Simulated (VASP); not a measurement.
VASP input:

POSCAR:
```
NiAl
1
    2.8609649748     0.0000000000     0.0000000000
    0.0000000000     2.8609649748     0.0000000000
    0.0000000000     0.0000000000     2.8609649748
Al Ni
1 1
Direct
  0.5000000000   0.5000000000   0.5000000000
  0.0000000000   0.0000000000   0.0000000000
```

File KPOINTS:
```
kpoints
0
Gamma
 14 14 14
```

**INCAR**
```
SYSTEM = NiAl
PREC = Accurate
ENCUT = 520
EDIFF = 1E-7
NELM = 100
ALGO = Normal
LREAL = .FALSE.
LASPH = .TRUE.
ISMEAR = -5
GGA = PE
IVDW = 11
LMAXMIX = 4
LWAVE = .FALSE.
LCHARG = .TRUE.
LORBIT = 11
NEDOS = 601
ISIF = 2
```

POTCAR, in this order: Al Ni (PBE.64 set). Program: vasp_std.

Question: Write an equivalent input for Quantum ESPRESSO's pw.x.

Answer: One equivalent input (not run):
```
&CONTROL
  calculation = 'scf'
  pseudo_dir = './pseudo'
  outdir = './out'
  tprnfor = .true.
  tstress = .true.
/
&SYSTEM
  ibrav = 0
  nat = 2
  ntyp = 2
  ecutwfc = 98
  occupations = 'tetrahedra'
  input_dft = 'pbe'
  vdw_corr = 'grimme-d3'
  dftd3_version = 3
  dftd3_threebody = .false.
/
&ELECTRONS
  conv_thr = 7.3e-09
  electron_maxstep = 100
/
ATOMIC_SPECIES
  Al 26.982 Al.upf
  Ni 58.693 Ni.upf
CELL_PARAMETERS angstrom
     2.8609650    0.0000000    0.0000000
     0.0000000    2.8609650    0.0000000
     0.0000000    0.0000000    2.8609650
ATOMIC_POSITIONS crystal
  Al   0.5000000  0.5000000  0.5000000
  Ni   0.0000000  0.0000000  0.0000000
K_POINTS automatic
  14 14 14 0 0 0
```
Limits of the translation: the potentials are each code's own (VASP's PAW set, PseudoDojo norm-conserving files in pw.x), so ENCUT and ecutwfc are chosen apart and not converted; conv_thr bounds pw.x's estimated SCF error, while EDIFF bounds the energy change between steps.

The compound is NiAl in the CsCl type structure. It was relaxed first.
